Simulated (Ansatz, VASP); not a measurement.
# One calculation of Nb3Te8Mo, two programs

File INCAR:

```
SYSTEM = Nb3Te8Mo
PREC = Accurate
ENCUT = 520
EDIFF = 1E-7
ISMEAR = 0
SIGMA = 0.1
LREAL = .False.
LASPH = .True.
NELM = 100
ALGO = Normal
ISIF = 2
LWAVE = .False.
LCHARG = .False.
GGA = PE
NBANDS = 62
```

The input KPOINTS:

```
Automatic mesh
0
Gamma
  3 3 2
  0 0 0
```

The input POSCAR:

```
Nb3Te8Mo
1.0
    7.2657959000      0.0000000000      0.0000000000
   -3.6328980000      6.2923639000      0.0000000000
    0.0000000000      0.0000000000      7.7568849000
Nb Te Mo
3 8 1
Direct
    0.0000000000      0.5000000000      0.0000000000
    0.5000000000      0.5000000000      0.0000000000
    0.5000000000      0.0000000000      0.0000000000
    0.3333333000      0.6666667000      0.7577830000
    0.3292810000      0.1646405000      0.7626670000
    0.8353595000      0.6707190000      0.7626670000
    0.8353595000      0.1646405000      0.7626670000
    0.1646405000      0.8353595000      0.2373330000
    0.1646405000      0.3292810000      0.2373330000
    0.6707190000      0.8353595000      0.2373330000
    0.6666667000      0.3333333000      0.2422170000
    0.0000000000      0.0000000000      0.0000000000
```

Input for Ansatz:

```yaml
crystal:
  lattice:
    - [7.2657959, 0.0, 0.0]
    - [-3.632898, 6.2923639, 0.0]
    - [0.0, 0.0, 7.7568849]
  atoms:
    - { symbol: Nb, position: [0.0, 0.5, 0.0] }
    - { symbol: Nb, position: [0.5, 0.5, 0.0] }
    - { symbol: Nb, position: [0.5, 0.0, 0.0] }
    - { symbol: Te, position: [0.3333333, 0.6666667, 0.757783] }
    - { symbol: Te, position: [0.329281, 0.1646405, 0.762667] }
    - { symbol: Te, position: [0.8353595, 0.670719, 0.762667] }
    - { symbol: Te, position: [0.8353595, 0.1646405, 0.762667] }
    - { symbol: Te, position: [0.1646405, 0.8353595, 0.237333] }
    - { symbol: Te, position: [0.1646405, 0.329281, 0.237333] }
    - { symbol: Te, position: [0.670719, 0.8353595, 0.237333] }
    - { symbol: Te, position: [0.6666667, 0.3333333, 0.242217] }
    - { symbol: Mo, position: [0.0, 0.0, 0.0] }
basis:
  ecutwfc: 420
kpoints:
  mp_grid: { grid: [3, 3, 2] }
hamiltonian:
  xc: pbe
scf:
  occupations: { method: gaussian, width: 0.1 }
  lower_state_search: "off"
output:
  forces: true
  stress: true
  eigenvalues: true
```

Alike in both runs: task single point; functional PBE; k mesh 3 × 3 × 2; occupations gaussian, width 0.1 eV; no spin polarisation.

|  | VASP | Ansatz |
| --- | --- | --- |
| version | VASP 6.6.1 | Ansatz 0.2.0 |
| potentials or method | VASP PAW PBE potentials, release 64 (Nb_sv, Te, Mo_sv) | scalar-relativistic, plane waves, PAW |
| plane-wave cutoff (eV) | 520 | 420 |
| valence electrons in the cell | 101 | 181 |

|  | VASP | Ansatz | Ansatz less VASP |
| --- | --- | --- | --- |
| gap on the k mesh at the Fermi level (eV) | none | none | - |
| pressure (GPa) | -0.1 | 0.0 | +0.07 |
| largest component of the traceless stress (GPa) | 0.08 | 0.06 | -0.022 |
| rms of the force components (eV/Å) | 0.016 | 0.017 | +0.0007 |

Atom by atom the forces differ by 0.004 eV/Å (rms over components). A gap of «none» marks a metal or a gap that the smearing closes. With one functional, cell and mesh, what is left measures potentials, basis and numerics. The two sets of potentials don't hold the same shells in valence.

Caveats: the k mesh is coarse (spacing up to 0.41 Å⁻¹), so the values aren't converged; this functional lacks dispersion, which binds the layers, so the pressure and a relaxed spacing across them are unreliable. The runs have no spin-orbit coupling, so splittings on Te are missing.
